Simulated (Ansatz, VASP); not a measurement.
# SiGe in two plane-wave programs, part 3 of 3

Wanted: the spread between two codes on one cell, functional and k mesh. The cell is generated by rule, not measured, and may not be a known phase. The cell is taken from a series of runs on this material, whose earlier steps may have relaxed, scaled, displaced or heated it; both programs get it as it stands.

VASP 6.6.1 and Ansatz 0.2.0.

So far: The starting structure; Ansatz: zone-centre phonons, LDA; VASP: zone-centre phonons, LDA.

### Step 3. VASP: zone-centre phonons, LDA (continued)

Level of this step: LDA; plane waves and PAW (Si, Ge_d); invented cell (VASP).

Numbers of over 12 decimals in the logs are rounded to 6 here.

OUTCAR, selected parts (step 3):

```text
ion  position               nearest neighbor table
   1  0.997  0.997  0.006-   2 2.35   2 2.35   6 2.38   6 2.38
   2  0.417  0.917  0.167-   3 2.35   1 2.35   3 2.35   1 2.35
   3  0.336  0.336  0.327-   2 2.35   2 2.35   4 2.38   4 2.38
   4  0.753  0.253  0.494-   3 2.38   3 2.38   5 2.41   5 2.41
   5  0.667  0.667  0.667-   6 2.41   4 2.41   4 2.41   6 2.41
   6  0.080  0.580  0.840-   1 2.38   1 2.38   5 2.41   5 2.41

  LATTYP: Found a base centered monoclinic cell.
 ALAT       =     5.5011946326
 B/A-ratio  =     1.0000559312
 C/A-ratio  =     1.5829158298
 COS(beta)  =    -0.3158616974

 Subroutine GETGRP returns: Found  2 space group operations
 (whereof  1 operations were pure point group operations)

The static configuration has the point symmetry C_1 .
 The point group associated with its full space group is C_2 .

   k-points           NKPTS =    256   k-points in BZ     NKDIM =    256   number of bands    NBANDS=     33

   dimension x,y,z NGX =    28 NGY =   28 NGZ =   64
   dimension x,y,z NGXF=    56 NGYF=   56 NGZF=  128

   ENCUT  =  500.0 eV  36.75 Ry    6.06 a.u.   7.09  7.09 15.88*2*pi/ulx,y,z

   NELECT =      54.0000    total number of electrons

 k-points in reciprocal lattice and weights: Points of the shifted mesh
   0.06250000  0.06250000  0.12500000       0.004
   0.06250000  0.06250000  0.37500000       0.004
   0.06250000  0.06250000  0.62500000       0.004
   0.06250000  0.06250000  0.87500000       0.004
   0.06250000  0.18750000  0.12500000       0.004
   0.06250000  0.18750000  0.37500000       0.004
   0.06250000  0.18750000  0.62500000       0.004
   0.06250000  0.18750000  0.87500000       0.004
   0.06250000  0.31250000  0.12500000       0.004
[...]
-----------------------------------------------------------------------------------
    total drift:                               -0.000195     -0.000268      0.000002

 Eigenvectors and eigenvalues of the dynamical matrix
 ----------------------------------------------------

   1 f  =   14.257581 THz    89.583024 2PiTHz  475.581711 cm-1    58.964591 meV
             X         Y         Z           dx          dy          dz
      3.889917  3.889899  0.049791    -0.482369   -0.135605   -0.001511
      1.944884  3.890002  1.376999     0.492301    0.492301    0.002161
      1.944987  1.944968  2.704206    -0.135605   -0.482369   -0.001511
      3.889993  1.944911  4.078184     0.064404    0.040946    0.000320
      3.889904  3.889911  5.508055    -0.027235   -0.027235    0.000043
      1.944864  3.889932  6.937941     0.040946    0.064404    0.000320

   2 f  =   14.256791 THz    89.578057 2PiTHz  475.555346 cm-1    58.961322 meV
             X         Y         Z           dx          dy          dz
      3.889917  3.889899  0.049791     0.482385   -0.135579   -0.000004
      1.944884  3.890002  1.376999    -0.492282    0.492282    0.000000
      1.944987  1.944968  2.704206     0.135579   -0.482385    0.000004
      3.889993  1.944911  4.078184    -0.064432    0.041046   -0.000023
      3.889904  3.889911  5.508055     0.027289   -0.027289    0.000000
      1.944864  3.889932  6.937941    -0.041046    0.064432    0.000023

   3 f  =   14.212941 THz    89.302543 2PiTHz  474.092684 cm-1    58.779975 meV
             X         Y         Z           dx          dy          dz
      3.889917  3.889899  0.049791     0.001505    0.000383   -0.494843
      1.944884  3.890002  1.376999    -0.001513   -0.001513    0.703983
      1.944987  1.944968  2.704206     0.000383    0.001505   -0.494843
      3.889993  1.944911  4.078184    -0.000118   -0.000076    0.085474
      3.889904  3.889911  5.508055     0.000079    0.000079    0.006934
      1.944864  3.889932  6.937941    -0.000076   -0.000118    0.085474

   4 f  =   12.043772 THz    75.673254 2PiTHz  401.737003 cm-1    49.809018 meV
             X         Y         Z           dx          dy          dz
      3.889917  3.889899  0.049791     0.000325    0.001368    0.666021
      1.944884  3.890002  1.376999    -0.000178    0.000178    0.000000
      1.944987  1.944968  2.704206    -0.001368   -0.000325   -0.666021
      3.889993  1.944911  4.078184     0.001082    0.000408    0.237513
      3.889904  3.889911  5.508055     0.000079   -0.000079    0.000000
      1.944864  3.889932  6.937941    -0.000408   -0.001082   -0.237513

   5 f  =   11.610679 THz    72.952045 2PiTHz  387.290549 cm-1    48.017887 meV
             X         Y         Z           dx          dy          dz
      3.889917  3.889899  0.049791     0.133000    0.593623   -0.001838
      1.944884  3.890002  1.376999    -0.082123    0.082123   -0.000000
      1.944987  1.944968  2.704206    -0.593623   -0.133000    0.001838
      3.889993  1.944911  4.078184     0.349134   -0.018961   -0.000055
      3.889904  3.889911  5.508055    -0.030355    0.030355   -0.000000
      1.944864  3.889932  6.937941     0.018961   -0.349134    0.000055

   6 f  =   11.609588 THz    72.945193 2PiTHz  387.254174 cm-1    48.013377 meV
             X         Y         Z           dx          dy          dz
      3.889917  3.889899  0.049791    -0.133055    0.593671    0.000190
      1.944884  3.890002  1.376999     0.082006    0.082006    0.000622
      1.944987  1.944968  2.704206     0.593671   -0.133055    0.000190
      3.889993  1.944911  4.078184    -0.349129   -0.018173   -0.000876
      3.889904  3.889911  5.508055     0.030066    0.030066    0.000512
      1.944864  3.889932  6.937941    -0.018173   -0.349129   -0.000876

   7 f  =    9.172260 THz    57.631010 2PiTHz  305.953666 cm-1    37.933403 meV
             X         Y         Z           dx          dy          dz
      3.889917  3.889899  0.049791    -0.000598    0.001407   -0.176183
      1.944884  3.890002  1.376999    -0.000602   -0.000602   -0.363674
      1.944987  1.944968  2.704206     0.001407   -0.000598   -0.176183
      3.889993  1.944911  4.078184     0.000083    0.002954    0.500073
      3.889904  3.889911  5.508055    -0.001873   -0.001873   -0.552708
      1.944864  3.889932  6.937941     0.002954    0.000083    0.500073

   8 f  =    8.518175 THz    53.521273 2PiTHz  284.135741 cm-1    35.228326 meV
             X         Y         Z           dx          dy          dz
      3.889917  3.889899  0.049791    -0.001707    0.049325   -0.001121
      1.944884  3.890002  1.376999     0.053838   -0.053838    0.000000
      1.944987  1.944968  2.704206    -0.049325    0.001707    0.001121
      3.889993  1.944911  4.078184    -0.000331    0.497946    0.001886
      3.889904  3.889911  5.508055     0.496700   -0.496700    0.000000
      1.944864  3.889932  6.937941    -0.497946    0.000331   -0.001886

   9 f  =    8.512950 THz    53.488441 2PiTHz  283.961441 cm-1    35.206716 meV
             X         Y         Z           dx          dy          dz
      3.889917  3.889899  0.049791     0.001834    0.048046   -0.000044
      1.944884  3.890002  1.376999    -0.053847   -0.053847    0.000295
      1.944987  1.944968  2.704206     0.048046    0.001834   -0.000044
      3.889993  1.944911  4.078184    -0.000317    0.498671   -0.001981
      3.889904  3.889911  5.508055    -0.496082   -0.496082    0.005298
      1.944864  3.889932  6.937941     0.498671   -0.000317   -0.001981

  10 f  =    7.120223 THz    44.737678 2PiTHz  237.505059 cm-1    29.446861 meV
             X         Y         Z           dx          dy          dz
      3.889917  3.889899  0.049791     0.000022    0.000255   -0.361826
      1.944884  3.890002  1.376999     0.000257    0.000257   -0.528110
      1.944987  1.944968  2.704206     0.000255    0.000022   -0.361826
      3.889993  1.944911  4.078184     0.000396   -0.001836    0.052738
      3.889904  3.889911  5.508055     0.001411    0.001411    0.673565
      1.944864  3.889932  6.937941    -0.001836    0.000396    0.052738

  11 f  =    6.223057 THz    39.100622 2PiTHz  207.578846 cm-1    25.736485 meV
             X         Y         Z           dx          dy          dz
      3.889917  3.889899  0.049791    -0.000418   -0.002085   -0.237509
      1.944884  3.890002  1.376999    -0.000310    0.000310    0.000000
      1.944987  1.944968  2.704206     0.002085    0.000418    0.237509
      3.889993  1.944911  4.078184     0.002236    0.000128    0.666011
      3.889904  3.889911  5.508055    -0.002952    0.002952   -0.000000
      1.944864  3.889932  6.937941    -0.000128   -0.002236   -0.666011

  12 f  =    3.604741 THz    22.649257 2PiTHz  120.241224 cm-1    14.908005 meV
             X         Y         Z           dx          dy          dz
      3.889917  3.889899  0.049791    -0.443670   -0.119229    0.000312
      1.944884  3.890002  1.376999    -0.436853    0.436853   -0.000000
      1.944987  1.944968  2.704206     0.119229    0.443670   -0.000312
      3.889993  1.944911  4.078184     0.276344   -0.071107   -0.001085
      3.889904  3.889911  5.508055     0.129140   -0.129140   -0.000000
      1.944864  3.889932  6.937941     0.071107   -0.276344    0.001085

  13 f  =    3.598386 THz    22.609328 2PiTHz  120.029250 cm-1    14.881724 meV
             X         Y         Z           dx          dy          dz
      3.889917  3.889899  0.049791    -0.443901    0.120466    0.001195
      1.944884  3.890002  1.376999    -0.436886   -0.436886    0.001450
      1.944987  1.944968  2.704206     0.120466   -0.443901    0.001195
      3.889993  1.944911  4.078184     0.278637    0.066753    0.000733
      3.889904  3.889911  5.508055     0.124380    0.124380    0.002093
      1.944864  3.889932  6.937941     0.066753    0.278637    0.000733
    [... 43 further lines ...]
      3.889904  3.889911  5.508055    -0.009007   -0.009007    0.490470
      1.944864  3.889932  6.937941    -0.009567   -0.010609    0.489565

 ELASTIC MODULI CONTR FROM IONIC RELAXATION (kBar)
 Direction    XX          YY          ZZ          XY          YZ          ZX
 --------------------------------------------------------------------------------
 XX        -257.7984    256.8487      0.3514      0.0656     -6.4134     -1.4333
 YY         256.8487   -257.7984      0.3514     -0.0664      6.2809      1.3636
 ZZ           0.3514      0.3514     -0.3386      0.0012     -0.1227     -0.1627
 XY           0.0656     -0.0664      0.0012     -0.0002      0.0866      0.0673
 YZ          -6.4134      6.2809     -0.1227      0.0866   -320.9132      0.1611
 ZX          -1.4333      1.3636     -0.1627      0.0673      0.1611   -248.8658
 --------------------------------------------------------------------------------
```

### Step 4. Comparison

Known differences besides the potentials themselves: the two LDA forms differ slightly; fixed occupations in Ansatz, narrow Gaussian smearing in VASP; the cutoff is 420 eV in Ansatz and 500 eV in VASP; VASP's log shows a relativistic correction to its local exchange, Ansatz's none. Total energies have different zeros and are not compared.

Compared:

| quantity | Ansatz | VASP | difference |
| --- | --- | --- | --- |
| optical mode 1 (cm⁻¹) | 84.4 | 83.9 | +0.54 % |
| optical mode 2 (cm⁻¹) | 84.4 | 84.4 | +0.05 % |
| optical mode 3 (cm⁻¹) | 120.2 | 120.0 | +0.10 % |
| optical mode 4 (cm⁻¹) | 120.2 | 120.2 | -0.06 % |
| optical mode 5 (cm⁻¹) | 206.4 | 207.6 | -0.55 % |
| optical mode 6 (cm⁻¹) | 237.0 | 237.5 | -0.21 % |
| optical mode 7 (cm⁻¹) | 282.8 | 284.0 | -0.42 % |
| optical mode 8 (cm⁻¹) | 282.8 | 284.1 | -0.48 % |
| optical mode 9 (cm⁻¹) | 304.8 | 306.0 | -0.37 % |
| optical mode 10 to 11 (cm⁻¹) | 386.5 | 387.3 | -0.19 % |
| optical mode 12 (cm⁻¹) | 401.4 | 401.7 | -0.09 % |
| optical mode 13 (cm⁻¹) | 474.0 | 474.1 | -0.02 % |
| optical mode 14 to 15 (cm⁻¹) | 475.4 | 475.6 | -0.03 % |

Modes are paired by rising frequency, not by their patterns, so a pair may set unlike modes beside each other; they are those without the splitting of longitudinal modes.

### Step 5. Results

| Property | Result |
| --- | --- |
| r.m.s. difference of the optical zone-centre modes, each program's sorted by frequency (zone-centre phonons, LDA) | 0.71 cm⁻¹ |
| difference in optical mode 5 (zone-centre phonons, LDA) | -0.5 % |

In words: The r.m.s. difference of the optical zone-centre modes, each program's sorted by frequency is 0.71 cm⁻¹ (zone-centre phonons, LDA). Among the rows given in per cent, the largest difference of the zone-centre phonons, LDA pair is in optical mode 5, -0.5 %. How closely two codes agree says nothing of how well the functional describes the real material.

[Lines on the potential files, build, host, timing and source positions are cut from VASP's logs without a mark.]

[Logs are printed without paths, hosts, clocks, repeated set-up lines and the standing remarks that a program may print on its own settings, such as how far it seeks lower states.]

[Hosts, paths, dates, database ids (printed as entryN), source tags and the programs' standing remarks are cut or masked in the printed files.]
